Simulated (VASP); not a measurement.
Crystal: MoS2.

```xyz
6
Lattice="3.1610 0.0000 0.0000 -1.5805 2.7375 0.0000 0.0000 0.0000 13.7704" Properties=species:S:1:pos:R:3 pbc="T T T"
Mo    0.0000    1.8250    3.4426
Mo    1.5805    0.9125   10.3278
S     1.5805    0.9125    5.0076
S     1.5805    0.9125    1.8776
S     0.0000    1.8250   11.8928
S     0.0000    1.8250    8.7628
```

The cell was built by a generator and needn't be a form met in nature.

Program: VASP 6.6.1. Alike in all runs: task single point; potentials or basis VASP PAW PBE potentials, release 64 (Mo_sv, S); no spin polarisation; cell as given; k mesh 8 × 8 × 2; cutoff (eV) 520; smearing fermi-dirac 0.05 eV.

Q: Order these runs on this cell by their pressure, lowest first.
A. level PBE; further INCAR settings ALGO = Fast; EDIFF = 1e-06
B. level vdW-DF; further INCAR settings ALGO = Fast; EDIFF = 1e-06
C. level SCAN+rVV10; further INCAR settings ALGO = Normal; EDIFF = 1e-06

A: C (-0.9 GPa), A (1.7 GPa), B (6.5 GPa).

Caveats: the PAW data sets were made with another functional, which shifts forces and pressure a little (some runs); this functional lacks dispersion, which binds the layers, so the pressure and a relaxed spacing across them are unreliable (some runs).
